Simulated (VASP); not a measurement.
Data:

```
Pt3Ti
1.0
    3.86298     0.00000     0.00000
    0.00000     3.86298     0.00000
    0.00000     0.00000     3.86298
Ti Pt
1 3
Direct
  0.00000   0.00000   0.00000
  0.00000   0.50000   0.50000
  0.50000   0.00000   0.50000
  0.50000   0.50000   0.00000
```

Level of theory: revTPSS meta-GGA, VASP's PBE PAW potentials (set 64) (plane waves; VASP). Settings: 520 eV cut-off, 8×8×8 Γ-centred mesh, first-order Methfessel-Paxton smearing of 0.10 eV, potentials Ti_sv Pt.

Unless said otherwise, spin-orbit coupling is left out, though it shifts the bands of the heavy elements here.

Problem. Predict the energy per atom (σ→0), pressure, band gap (on the k-mesh) with the smallest direct gap where there is one.

Solution. 
| Quantity | Value |
|---|---|
| band gap (on the k-mesh) | none (metal, semimetal or under 0.01 eV) |
| energy per atom (σ→0) | 23.207 eV/atom |
| pressure | 8.82 GPa |

The compound is Pt3Ti in the L1_2 structure. This cell is one point of a volume scan, at 0.97 of the reference volume.
